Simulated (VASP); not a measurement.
Data:

```yaml
crystal:
  lattice:
    - [3.57781, 0.00000, 0.00000]
    - [0.00000, 3.57781, 0.00000]
    - [0.00000, 0.00000, 3.57781]
  atoms:
    - { symbol: Cs, position: [0.00000, 0.00000, 0.00000] }
    - { symbol: Cl, position: [0.50000, 0.50000, 0.50000] }
```

All values below come from PBEsol GGA, VASP's PBE PAW potentials (set 64) (plane waves; VASP). Run with 500 eV cut-off, 7×7×7 Γ-centred mesh, Gaussian smearing of 0.050 eV, potentials Cs_sv Cl.

Unless said otherwise, spin-orbit coupling is left out, though it shifts the bands of the heavy elements here.

Task: Predict the energy per atom (σ→0), pressure, band gap (on the k-mesh) with the smallest direct gap where there is one.

Result: 
```json
{
 "band gap (on the k-mesh)": "4.05 eV",
 "smallest direct gap (on the k-mesh)": "4.05 eV",
 "energy per atom (σ→0)": "-2.964 eV/atom",
 "pressure": "19.95 GPa"
}
```

Total energies compare only between runs with the same potentials, cut-off and functional.

The compound is CsCl in the CsCl type structure. It was relaxed first under an external pressure of 20 GPa.
